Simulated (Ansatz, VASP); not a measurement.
## Cross-check of Si27P2O59 (amorphous 96SiO2-4P2O5 (mol %)) between VASP and Ansatz

One calculation is typed for both programs; each brings its own data sets. How far apart do they land? The structure shown is the start of the Ansatz relaxation below; VASP solves that cell, so the two are compared at the walk's first step.

Calculated with Ansatz 0.2.0; plane waves, with VASP 6.6.1 beside it; single point at PBE.

**1. The structure**

The cell holds 88 atoms: 27 Si, 2 P and 59 O. Its edges and angles: a = 10.977 Å, b = 10.977 Å, c = 10.977 Å, α = 90.0°, β = 90.0°, γ = 90.0°. As first built, before any earlier steps moved the atoms (in the runner's words): 88 atoms (27 Si, 2 P, 59 O) placed at random at 2.21 g/cm^3, melted at 5000 K for 10 ps at fixed volume with the Morse and Coulomb pair potential with partial charges (Pedone, Malavasi, Menziani, Cormack and Segre, J. Phys. Chem. B 110, 11780 (2006)). Quenched from 5000 K to 300 K at 50 K/ps and fixed volume, held 5 ps, then minimised at fixed cell.

**2. Ansatz: relaxation, PBE**

Ansatz runs on its default PAW (the set named soft_2) files.

The two programs are compared at the cell with which this relaxation starts, whose forces are those of its first step.

File input.yaml:

```yaml
crystal:
  lattice:
    - [10.9769, 0.0, 0.0]
    - [0.0, 10.9769, 0.0]
    - [0.0, 0.0, 10.9769]
  atoms:
    - { symbol: Si, position: [0.28491, 0.8925, 0.97486] }
    - { symbol: Si, position: [0.02754, 0.24706, 0.4164] }
    - { symbol: Si, position: [0.06826, 0.24533, 0.12851] }
    - { symbol: Si, position: [0.2965, 0.1716, 0.98608] }
    - { symbol: Si, position: [0.57569, 0.45352, 0.73695] }
    - { symbol: Si, position: [0.29591, 0.13904, 0.37905] }
    - { symbol: Si, position: [0.9318, 0.00484, 0.01705] }
    - { symbol: Si, position: [0.83568, 0.01484, 0.75545] }
    - { symbol: Si, position: [0.56076, 0.57382, 0.47852] }
    - { symbol: Si, position: [0.16882, 0.61736, 0.73101] }
    - { symbol: Si, position: [0.72733, 0.97456, 0.21552] }
    - { symbol: Si, position: [0.48124, 0.98472, 0.54377] }
    - { symbol: Si, position: [0.95187, 0.51067, 0.07523] }
    - { symbol: Si, position: [0.96201, 0.97355, 0.51884] }
    - { symbol: Si, position: [0.05041, 0.63966, 0.31174] }
    - { symbol: Si, position: [0.06458, 0.74835, 0.95135] }
    - { symbol: Si, position: [0.69154, 0.5808, 0.9695] }
    - { symbol: Si, position: [0.50454, 0.33792, 0.29912] }
    - { symbol: Si, position: [0.70926, 0.82483, 0.43452] }
    - { symbol: Si, position: [0.43938, 0.53715, 0.10657] }
    - { symbol: Si, position: [0.39272, 0.78872, 0.72503] }
    - { symbol: Si, position: [0.64471, 0.1902, 0.63682] }
    - { symbol: Si, position: [0.16736, 0.89363, 0.34538] }
    - { symbol: Si, position: [0.64607, 0.82849, 0.84722] }
    - { symbol: Si, position: [0.74097, 0.216, 0.36234] }
    - { symbol: Si, position: [0.51145, 0.0014, 0.04383] }
    - { symbol: Si, position: [0.31787, 0.42869, 0.87276] }
    - { symbol: P, position: [0.98269, 0.50377, 0.54373] }
    - { symbol: P, position: [0.3286, 0.66938, 0.33341] }
    - { symbol: O, position: [0.56439, 0.53748, 0.61667] }
    - { symbol: O, position: [0.82671, 0.96992, 0.11129] }
    - { symbol: O, position: [0.33444, 0.85072, 0.84484] }
    - { symbol: O, position: [0.02828, 0.37912, 0.49792] }
    - { symbol: O, position: [0.43659, 0.12663, 0.01497] }
    - { symbol: O, position: [0.20851, 0.50282, 0.81304] }
    - { symbol: O, position: [0.53457, 0.08899, 0.63339] }
    - { symbol: O, position: [0.20378, 0.60405, 0.33918] }
    - { symbol: O, position: [0.7068, 0.72275, 0.92839] }
    - { symbol: O, position: [0.42371, 0.63681, 0.42886] }
    - { symbol: O, position: [0.38304, 0.63523, 0.20946] }
    - { symbol: O, position: [0.39196, 0.2447, 0.33034] }
    - { symbol: O, position: [0.944, 0.98458, 0.66233] }
    - { symbol: O, position: [0.8791, 0.04782, 0.88891] }
    - { symbol: O, position: [0.21668, 0.02289, 0.29972] }
    - { symbol: O, position: [0.67977, 0.20586, 0.49574] }
    - { symbol: O, position: [0.29907, 0.28408, 0.89243] }
    - { symbol: O, position: [0.60916, 0.31637, 0.69678] }
    - { symbol: O, position: [0.19407, 0.78795, 0.01601] }
    - { symbol: O, position: [0.2974, 0.68136, 0.69042] }
    - { symbol: O, position: [0.09818, 0.71982, 0.80997] }
    - { symbol: O, position: [0.96968, 0.11311, 0.46561] }
    - { symbol: O, position: [0.23889, 0.03398, 0.95775] }
    - { symbol: O, position: [0.58533, 0.93726, 0.93182] }
    - { symbol: O, position: [0.28854, 0.80193, 0.3495] }
    - { symbol: O, position: [0.59923, 0.91331, 0.48577] }
    - { symbol: O, position: [0.06267, 0.25525, 0.27198] }
    - { symbol: O, position: [0.756, 0.12299, 0.70131] }
    - { symbol: O, position: [0.86271, 0.49613, 0.60521] }
    - { symbol: O, position: [0.0815, 0.56191, 0.62689] }
    - { symbol: O, position: [0.0137, 0.62046, 0.99506] }
    - { symbol: O, position: [0.76268, 0.08043, 0.3085] }
    - { symbol: O, position: [0.99081, 0.56437, 0.20815] }
    - { symbol: O, position: [0.08811, 0.91372, 0.4672] }
    - { symbol: O, position: [0.99297, 0.87269, 0.97988] }
    - { symbol: O, position: [0.6584, 0.68429, 0.45291] }
    - { symbol: O, position: [0.8423, 0.88296, 0.48027] }
    - { symbol: O, position: [0.65769, 0.50529, 0.84762] }
    - { symbol: O, position: [0.39052, 0.05044, 0.45108] }
    - { symbol: O, position: [0.62916, 0.26863, 0.27938] }
    - { symbol: O, position: [0.40682, 0.88337, 0.61744] }
    - { symbol: O, position: [0.46224, 0.41758, 0.18574] }
    - { symbol: O, position: [0.85807, 0.29373, 0.36595] }
    - { symbol: O, position: [0.00333, 0.11961, 0.07886] }
    - { symbol: O, position: [0.21056, 0.22756, 0.09019] }
    - { symbol: O, position: [0.9852, 0.59508, 0.4351] }
    - { symbol: O, position: [0.59885, 0.00767, 0.15485] }
    - { symbol: O, position: [0.3471, 0.50055, 0.00122] }
    - { symbol: O, position: [0.00892, 0.3728, 0.07022] }
    - { symbol: O, position: [0.07301, 0.78476, 0.2837] }
    - { symbol: O, position: [0.53337, 0.76664, 0.77174] }
    - { symbol: O, position: [0.43854, 0.44769, 0.79415] }
    - { symbol: O, position: [0.54489, 0.44757, 0.39985] }
    - { symbol: O, position: [0.7153, 0.84961, 0.28968] }
    - { symbol: O, position: [0.18852, 0.20061, 0.45157] }
    - { symbol: O, position: [0.56682, 0.58054, 0.05197] }
    - { symbol: O, position: [0.74543, 0.89595, 0.76608] }
    - { symbol: O, position: [0.39816, 0.90704, 0.06559] }
    - { symbol: O, position: [0.80836, 0.52493, 0.03992] }
kpoints:
  mp_grid: { grid: [1, 1, 1] }
hamiltonian:
  xc: pbe
scf:
  occupations: { method: fermi_dirac, width: 0.025 }
output:
  forces: true
relax:
  f_tol: 0.04
  max_steps: 250
  cell: {}
```

Command:

```console
$ ansatz run input.yaml --threads 4 --pin off --max-ram 8192MiB --backend cpu --events-out ev --progress --plain --runs-dir out
```

Numbers of over 12 decimals in the logs are rounded to 6 here.

Output:

```text
Engine: ansatz 0.2.0, x86_64-unknown-linux-gnu
Pseudopotentials: kind: paw
Pseudopotential: Si, paw, valence charge 4, recommended cutoff 420 eV (normal), Si.paw.azcp
Pseudopotential: P, paw, valence charge 5, recommended cutoff 420 eV (normal), P.paw.azcp
Pseudopotential: O, paw, valence charge 6, recommended cutoff 420 eV (normal), O.paw.azcp
Functional definition: PBE
  parameter kappa = 0.804
  parameter beta = 0.066725
  exchange = pbe_x(kappa = kappa, mu = beta*pi^2/3)
  correlation = pbe_c(beta = beta)
Crystal: 88 atoms, lattice volume = 1322.632 Å³
Basis set: ecut = 420 eV, 25725 PW (Γ), exchange–correlation on 150×150×150 points (8 copies of the dense FFT grid, shifted against one another)
Bands: 324, of which v1, the nominal top of the filled ones, is band 236 counted from 1 (235 counted from 0)
Symmetry: 1 space group operations
Space group: P1 (ITA 1), of the structure as read, at distance tolerance 1.1e-4 Å
k-points: 1
Non-local potential: Si, projectors of the file, l = 0: 2, l = 1: 2, l = 2: 2
Non-local potential: P, projectors of the file, l = 0: 2, l = 1: 2, l = 2: 2
Non-local potential: O, projectors of the file, l = 0: 2, l = 1: 2, l = 2: 1
PAW form: soft (Blöchl's): semilocal exchange-correlation on the pseudo side does not see the compensation charge
PAW one-centre angular grid: Si, 110 points (default); XC on 64 Gauss nodes
PAW one-centre angular grid: P, 110 points (default); XC on 64 Gauss nodes
PAW one-centre angular grid: O, 110 points (default); XC on 64 Gauss nodes
Initial density: superposition of atomic densities (neutral atoms: chi_scale 0, normalization atom), corrected by the library's trained network
Initial wavefunctions: pseudopotential atomic-orbital guess
Functional: x = pbe(κ = 0.804, μ = 0.219515), c = pbe(β = 0.066725)
SCF iter   1: F=—  HF=-52238.681965 eV  |F-HF|=—  |Δ(HF+E_count)|=         —  Δρ=2.37e-3  dr2=8.87e-2  ethr=1.77e-3  ⟨swp⟩=7.0  Hψ=1705  notcnv=0  defer=56
preconditioner: auto → Resta (q_TF=auto, 2.298 Å⁻¹)  ε∞=2.9  [insulator: Δε(μ)=3.685 eV  Ē_g=16.275 eV  σ=0.025 eV  W_gap=1.00  n_scr=256 (ndim 8)  ℏωp=22.2 eV  f_vac=0.245  D(μ)=0.00/eV (n_scr^D=0)  ε∞_Penn≈2.9  vacuum switching on, ρ_ref=1.9e-2 e/Å³]
SCF iter   2: F=—  HF=-52238.678387 eV  |F-HF|=—  |Δ(HF+E_count)|=   3.58e-3  Δρ=1.20e-3  dr2=1.53e-2  ethr=1.88e-5  ⟨swp⟩=3.0  Hψ=569  notcnv=0  defer=82
SCF iter   3: F=—  HF=-52238.679911 eV  |F-HF|=—  |Δ(HF+E_count)|=   1.52e-3  Δρ=5.25e-4  dr2=3.61e-3  ethr=3.24e-6  ⟨swp⟩=3.0  Hψ=429  notcnv=0  defer=82
SCF iter   4: F=—  HF=-52238.680430 eV  |F-HF|=—  |Δ(HF+E_count)|=   5.19e-4  Δρ=1.70e-4  dr2=2.94e-4  ethr=7.64e-7  ⟨swp⟩=3.0  Hψ=424  notcnv=0  defer=82
SCF iter   5: F=—  HF=-52238.680478 eV  |F-HF|=—  |Δ(HF+E_count)|=   4.85e-5  Δρ=7.37e-5  dr2=4.98e-5  ethr=6.23e-8  ⟨swp⟩=3.0  Hψ=479  notcnv=0  defer=82
SCF iter   6: F=—  HF=-52238.678404 eV  |F-HF|=—  |Δ(HF+E_count)|=   2.07e-3  Δρ=1.60e-5  dr2=2.14e-6  ethr=1.05e-8  ⟨swp⟩=3.0  Hψ=505  notcnv=0  defer=82
SCF iter   7: F=—  HF=-52238.678406 eV  |F-HF|=—  |Δ(HF+E_count)|=   1.60e-6  Δρ=7.44e-6  dr2=5.33e-7  ethr=4.53e-10  ⟨swp⟩=3.0  Hψ=520  notcnv=0  defer=82
SCF iter   8: F=-52238.678406 eV  HF=-52238.678406 eV  |F-HF|=4.72e-9  |Δ(HF+E_count)|=   1.87e-8  Δρ=1.83e-6  dr2=3.20e-8  ethr=2.12e-11  ⟨swp⟩=3.0  Hψ=1156  notcnv=0
SCF 1 converged in 8 iterations: F = -52238.678406 eV  dr2 = 3.20e-8
  greatest PAW one-centre occupation: 0.874 electrons in one spin orbital (limit 2), on the O atom at site 57 (counted from 0), in its partial waves of l = 0
relax step   1: F+E_penalty+E_count = -52238.67840604 eV  Δ(F+E_penalty+E_count) = +0.000e0 eV  max|allowed force component| = 3.001e0 eV/Å  Δτ_max = 0.0000 Å  P = +1.486 GPa  Ω = 1322.632 Å³  (8 SCF iters, dr2 threshold 1.00e-7 eV, accepted)
Crystal: 88 atoms, lattice volume = 1321.095 Å³
Basis set: ecut = 420 eV, 25829 PW (Γ), exchange–correlation on 150×150×150 points (8 copies of the dense FFT grid, shifted against one another)
Initial density: handed on by an earlier stage of this run
Initial wavefunctions: those handed on with the density
iter 1 solved again at ethr=9.63e-5 eV; its pass at ethr=3.10e-3 eV (dr2=4.54e-1 eV) is discarded
SCF iter   1: F=—  HF=-52241.209248 eV  |F-HF|=—  |Δ(HF+E_count)|=         —  Δρ=6.98e-3  dr2=4.42e-1  ethr=9.63e-5  ⟨swp⟩=8.0  Hψ=1753  notcnv=0
preconditioner: auto → Resta (q_TF=auto, 2.298 Å⁻¹)  ε∞=2.9  [insulator: Δε(μ)=3.766 eV  Ē_g=16.304 eV  σ=0.025 eV  W_gap=1.00  n_scr=252 (ndim 8)  ℏωp=22.2 eV  f_vac=0.244  D(μ)=0.00/eV (n_scr^D=0)  ε∞_Penn≈2.9]
SCF iter   2: F=—  HF=-52241.121009 eV  |F-HF|=—  |Δ(HF+E_count)|=   8.82e-2  Δρ=3.51e-3  dr2=1.03e-1  ethr=9.37e-5  ⟨swp⟩=6.0  Hψ=630  notcnv=0
SCF iter   3: F=—  HF=-52241.113156 eV  |F-HF|=—  |Δ(HF+E_count)|=   7.85e-3  Δρ=1.37e-3  dr2=1.80e-2  ethr=2.18e-5  ⟨swp⟩=5.0  Hψ=699  notcnv=0
[...]
atom  72  O     -0.00056978     0.00197640    -0.00252940
  atom  73  O      0.00067948     0.00148520     0.00102064
  atom  74  O     -0.00208967     0.00111921     0.00129261
  atom  75  O      0.00058158     0.00493977    -0.00391861
  atom  76  O     -0.00006747    -0.00128683    -0.00086422
  atom  77  O      0.00163064     0.00125538     0.00099344
  atom  78  O     -0.00097376     0.00043784    -0.00015051
  atom  79  O     -0.00178871    -0.00011311     0.00283857
  atom  80  O     -0.00172772    -0.00103574    -0.00148714
  atom  81  O      0.00060390     0.00102790    -0.00104435
  atom  82  O     -0.00057344     0.00221164     0.00193035
  atom  83  O     -0.00002137    -0.00054089     0.00059636
  atom  84  O      0.00234761    -0.00044698    -0.00283089
  atom  85  O     -0.00284376     0.00115648     0.00150700
  atom  86  O     -0.00045350     0.00010085     0.00031085
  atom  87  O      0.00017793    -0.00132899    -0.00029459
  atom  88  O      0.00518914    -0.00087127     0.00198104
  max |Σ_I F_I| component: 1.89e-5 eV/Å
--- Stress (GPa, compression-positive) ---
       -0.023119      -0.004230      -0.005607
       -0.004233      -0.032392      -0.007808
       -0.005608      -0.007808       0.028042
  P = ⅓ Tr σ = -0.0092 GPa (-0.092 kbar)
--- Relaxed structure (13 steps of the walk, 13 accepted, 2 SCFs on fresh bases) ---
  F+E_penalty+E_count = -52244.48500829 eV   max|allowed force component| = 1.973e-2 eV/Å   (the final SCF, on the basis selected at the relaxed cell)
  cell:  # Å, volume = 1272.4495 Å³
    - [10.694163, -0.181896, -0.094546]
    - [-0.181896, 10.402852, -0.145184]
    - [-0.094546, -0.145184, 11.444080]
  atoms:
    - { symbol: Si, position: [0.288308, 0.901466, 0.954557] }
    - { symbol: Si, position: [0.025148, 0.249073, 0.414434] }
    - { symbol: Si, position: [0.065623, 0.242918, 0.135424] }
    - { symbol: Si, position: [0.291795, 0.176903, 0.998821] }
    - { symbol: Si, position: [0.566745, 0.461480, 0.732944] }
    - { symbol: Si, position: [0.288604, 0.137193, 0.391782] }
    - { symbol: Si, position: [0.927680, -0.00382642, 0.012633] }
    - { symbol: Si, position: [0.846582, 0.019030, 0.754246] }
    - { symbol: Si, position: [0.548348, 0.571740, 0.479874] }
    - { symbol: Si, position: [0.167447, 0.611621, 0.737818] }
    - { symbol: Si, position: [0.726129, 0.970735, 0.208924] }
    - { symbol: Si, position: [0.485625, 0.981563, 0.544853] }
    - { symbol: Si, position: [0.941766, 0.504857, 0.077202] }
    - { symbol: Si, position: [0.961327, 0.969248, 0.522631] }
    - { symbol: Si, position: [0.046678, 0.634362, 0.308834] }
    - { symbol: Si, position: [0.066570, 0.735569, 0.943826] }
    - { symbol: Si, position: [0.685469, 0.590207, 0.964006] }
    - { symbol: Si, position: [0.508873, 0.332041, 0.304364] }
    - { symbol: Si, position: [0.703320, 0.829217, 0.420358] }
    - { symbol: Si, position: [0.439950, 0.530349, 0.109112] }
    - { symbol: Si, position: [0.395520, 0.802201, 0.733652] }
    - { symbol: Si, position: [0.659182, 0.189760, 0.631161] }
    - { symbol: Si, position: [0.162914, 0.887600, 0.354975] }
    - { symbol: Si, position: [0.647997, 0.848434, 0.859935] }
    - { symbol: Si, position: [0.749866, 0.214118, 0.365914] }
    - { symbol: Si, position: [0.514192, 0.012411, 0.041882] }
    - { symbol: Si, position: [0.312681, 0.424874, 0.875536] }
    - { symbol: P, position: [0.992327, 0.512232, 0.541183] }
    - { symbol: P, position: [0.322785, 0.659016, 0.326658] }
    - { symbol: O, position: [0.549656, 0.555063, 0.619892] }
    - { symbol: O, position: [0.809874, 0.957394, 0.093621] }
    - { symbol: O, position: [0.324734, 0.904063, 0.817116] }
    - { symbol: O, position: [0.053238, 0.388066, 0.494781] }
    - { symbol: O, position: [0.439764, 0.147530, 0.029394] }
    - { symbol: O, position: [0.188828, 0.484562, 0.815630] }
    - { symbol: O, position: [0.547625, 0.079079, 0.645364] }
    - { symbol: O, position: [0.196000, 0.579721, 0.318351] }
    - { symbol: O, position: [0.715398, 0.742940, 0.942207] }
    - { symbol: O, position: [0.404701, 0.618903, 0.430174] }
    - { symbol: O, position: [0.387986, 0.644390, 0.206541] }
    - { symbol: O, position: [0.390732, 0.234230, 0.329069] }
    - { symbol: O, position: [0.957887, 0.976537, 0.666072] }
    - { symbol: O, position: [0.895924, 0.057844, 0.886506] }
    - { symbol: O, position: [0.216728, 0.021726, 0.303122] }
    - { symbol: O, position: [0.682314, 0.196991, 0.492157] }
    - { symbol: O, position: [0.289532, 0.270631, 0.887360] }
    - { symbol: O, position: [0.614269, 0.324425, 0.686541] }
    - { symbol: O, position: [0.208663, 0.773712, -0.010487] }
    - { symbol: O, position: [0.305953, 0.674739, 0.716872] }
    - { symbol: O, position: [0.072479, 0.709515, 0.802542] }
    - { symbol: O, position: [0.962253, 0.112456, 0.471516] }
    - { symbol: O, position: [0.219702, 0.037808, 0.971949] }
    - { symbol: O, position: [0.604967, 0.978287, 0.932033] }
[...]
- { symbol: O, position: [0.430682, 0.445568, 0.791683] }
    - { symbol: O, position: [0.547698, 0.433680, 0.412765] }
    - { symbol: O, position: [0.715932, 0.834199, 0.277567] }
    - { symbol: O, position: [0.179112, 0.208643, 0.456779] }
    - { symbol: O, position: [0.565241, 0.587154, 0.051122] }
    - { symbol: O, position: [0.745599, 0.897036, 0.761641] }
    - { symbol: O, position: [0.408753, 0.895266, 0.042471] }
    - { symbol: O, position: [0.797313, 0.518765, 0.033206] }
```

In the SCF lines HF is the Harris–Foulkes energy and dr2 the Hartree energy of the density residual, in eV; the loop may stop once dr2 is under the threshold and the program's other checks hold. Hψ counts applications of the Hamiltonian.

(Part 1 of 2 ends here.)

[Lines on the potential files, build, host, timing and source positions are cut from VASP's logs without a mark.]

[Logs are printed without paths, hosts, clocks, repeated set-up lines and the standing remarks that a program may print on its own settings, such as how far it seeks lower states.]

[Hosts, paths, dates, database ids (printed as entryN), source tags and the programs' standing remarks are cut or masked in the printed files.]
